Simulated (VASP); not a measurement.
These are PBE GGA + U (Dudarev), VASP's PBE PAW potentials (set 64) (plane waves; VASP) values and carry that method's errors.

VASP ran on this input.

KPOINTS:
```
kpoints
0
gamma
 7 7 7
```

**INCAR**
```
! general
SYSTEM    = MnC
PREC      = Accurate
ENCUT     = 520
LREAL     = .False.
LASPH     = .True.

! electronic loop
EDIFF     = 1E-6
NELM      = 100
ALGO      = Normal
LMAXMIX   = 4

! smearing
ISMEAR    = 0
SIGMA     = 0.05

! functional
GGA       = PE

! spin
ISPIN     = 2
MAGMOM    = 2*0.0 2*4.0

! DFT+U
LDAU      = .True.
LDAUTYPE  = 2
LDAUL     = -1 2
LDAUU     = 0 6.0
LDAUJ     = 0 0
LDAUPRINT = 1

! ions
ISIF      = 2

! output
LWAVE     = .False.
LCHARG    = .False.
LORBIT    = 10
```

### POSCAR
```
MnC
1
    1.4663280000    -3.8748250000     0.0000000000
    1.4663280000     3.8748250000     0.0000000000
    0.0000000000     0.0000000000     2.8897240000
C Mn
2 2
Direct
  0.5640000000   0.4360000000   0.2500000000
  0.4360000000   0.5640000000   0.7500000000
  0.8547500000   0.1452500000   0.2500000000
  0.1452500000   0.8547500000   0.7500000000
```

POTCAR, in this order: C Mn_pv (PBE.64 set). Program: vasp_std.

Output

**OSZICAR**
```
       N       E                     dE             d eps       ncg     rms          rms(c)
DAV:   1     0.359524500332E+03    0.35952E+03   -0.19398E+04  6456   0.175E+03
DAV:   2    -0.424864199527E+01   -0.36377E+03   -0.34832E+03  6534   0.482E+02
DAV:   3    -0.258837794872E+02   -0.21635E+02   -0.21035E+02  7675   0.122E+02
DAV:   4    -0.264146128446E+02   -0.53083E+00   -0.52243E+00  7046   0.183E+01
DAV:   5    -0.264223902080E+02   -0.77774E-02   -0.77704E-02  7359   0.233E+00    0.287E+01
DAV:   6    -0.261128967075E+02    0.30949E+00   -0.48712E+01  7933   0.697E+01    0.243E+01
DAV:   7    -0.248514463745E+02    0.12615E+01   -0.78498E+00  7182   0.361E+01    0.142E+01
DAV:   8    -0.249565561084E+02   -0.10511E+00   -0.90938E-01  8273   0.813E+00    0.965E+00
DAV:   9    -0.249016878964E+02    0.54868E-01   -0.37266E-01  8002   0.643E+00    0.321E+00
DAV:  10    -0.249427057359E+02   -0.41018E-01   -0.14316E-01  7781   0.419E+00    0.152E+00
DAV:  11    -0.249495490936E+02   -0.68434E-02   -0.31629E-02  7740   0.180E+00    0.349E-01
DAV:  12    -0.249497142722E+02   -0.16518E-03   -0.38690E-03  6952   0.576E-01    0.132E-01
DAV:  13    -0.249496947769E+02    0.19495E-04   -0.38271E-04  7371   0.179E-01    0.612E-02
DAV:  14    -0.249497165437E+02   -0.21767E-04   -0.62612E-05  7930   0.750E-02    0.227E-02
DAV:  15    -0.249497195171E+02   -0.29734E-05   -0.10228E-05  7444   0.256E-02    0.151E-02
DAV:  16    -0.249497198497E+02   -0.33253E-06   -0.23120E-06  4853   0.166E-02
   1 F= -.24949720E+02 E0= -.24948537E+02  d E =-.236584E-02  mag=     7.4012
```

File OUTCAR:
```
------------------------ aborting loop because EDIFF is reached ----------------------------------------
  FORCE on cell =-STRESS in cart. coord.  units (eV):
  Direction    XX          YY          ZZ          XY          YZ          ZX
  --------------------------------------------------------------------------------------
  Total       15.9671884      9.9082368      3.0312670      0.0000000      0.0000000      0.0000000
  in kB      779.0573865    483.4342087    147.8989824      0.0000000      0.0000000      0.0000000
  external PRESSURE =     470.1301925 kB  Pullay stress =       0.0000000 kB
  volume of cell :       32.84
      direct lattice vectors                 reciprocal lattice vectors
     1.466328000 -3.874825000  0.000000000     0.340987828 -0.129038086  0.000000000
     1.466328000  3.874825000  0.000000000     0.340987828  0.129038086  0.000000000
     0.000000000  0.000000000  2.889724000     0.000000000  0.000000000  0.346053810
 POSITION                                       TOTAL-FORCE (eV/Angst)
 -----------------------------------------------------------------------------------
      1.46633     -0.49598      0.72243         0.000000      0.139624     -0.000000
      1.46633      0.49598      2.16729         0.000000     -0.139624     -0.000000
      1.46633     -2.74919      0.72243         0.000000      0.970749     -0.000000
      1.46633      2.74919      2.16729         0.000000     -0.970749      0.000000
 -----------------------------------------------------------------------------------
    total drift:                               -0.000000     -0.000000     -0.000000
  FREE ENERGIE OF THE ION-ELECTRON SYSTEM (eV)
  ---------------------------------------------------
  free  energy   TOTEN  =       -24.9497198497 eV

  energy  without entropy=      -24.9473540120  energy(sigma->0) =      -24.94853693

 total charge

# of ion       s       p       d       tot
------------------------------------------
    1        0.851   1.515   0.000   2.365
    2        0.851   1.515   0.000   2.365
    3        0.297   6.374   5.237  11.908
    4        0.297   6.374   5.237  11.908
--------------------------------------------------
tot          2.296  15.777  10.474  28.546

 magnetization (x)

# of ion       s       p       d       tot
------------------------------------------
    1        0.001  -0.104   0.000  -0.103
    2        0.001  -0.104   0.000  -0.103
    3        0.008   0.009   3.844   3.861
    4        0.008   0.009   3.844   3.861
--------------------------------------------------
tot          0.019  -0.190   7.688   7.517
```
(Selected blocks of OUTCAR.)

The moments were started parallel, and other spin orders were not tried in this run.

The structure was generated: MnC was put into the CrB type (Cmcm), which need not be its known phase. The cell was not relaxed at this level. The k-mesh is coarse (spacing up to 0.33 per Å, 2π included), so the numbers may not be converged in it. The run is one of a series of settings (LDAU = .TRUE., LDAUJ = 0 0, LDAUL = -1 2, LDAUTYPE = 2, LDAUU = 0 6.0 against the base run), some of them coarse on purpose.
